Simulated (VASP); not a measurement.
Data:

```
CuCl
1.0
    0.00000     2.60660     2.60660
    2.60660     0.00000     2.60660
    2.60660     2.60660     0.00000
Cu Cl
1 1
Direct
  0.00000   0.00000   0.00000
  0.25000   0.25000   0.25000
```

Computed with LDA (Ceperley-Alder, Perdew-Zunger), VASP's LDA PAW potentials (set 64) (plane waves; VASP). Numerical set-up: 520 eV cut-off, Gaussian smearing of 0.050 eV, potentials Cu Cl.

**Question.** Give the energies of bands 2 to 11 at the high-symmetry points, in eV from the valence-band maximum.

**Answer.** 
| band | Γ | X | U | L | W |
|---|---|---|---|---|---|
| 2 | -5.39 | -7.22 | -6.84 | -7.28 | -6.56 |
| 3 | -5.39 | -5.44 | -6.12 | -5.33 | -6.33 |
| 4 | -5.39 | -5.44 | -5.39 | -5.33 | -5.54 |
| 5 | -1.96 | -2.15 | -2.26 | -1.88 | -2.23 |
| 6 | -1.96 | -1.81 | -1.88 | -1.88 | -2.08 |
| 7 | 0.00 | -1.73 | -1.77 | -1.80 | -1.74 |
| 8 | 0.00 | -1.47 | -1.37 | -0.74 | -1.48 |
| 9 | 0.00 | -1.47 | -1.18 | -0.74 | -1.07 |
| 10 | 0.66 | 3.25 | 4.13 | 2.99 | 5.04 |
| 11 | 6.69 | 4.58 | 5.48 | 7.16 | 5.78 |

The gap is direct, 0.66 eV, from the valence maximum at Γ to the conduction minimum at Γ.

Measured: gap 3.39 eV at 2 K (computed value off by -2.73 eV), as given by arXiv:1206.3780.

The compound is CuCl in the zinc blende structure. It was relaxed first, which changed the volume by -11 %.
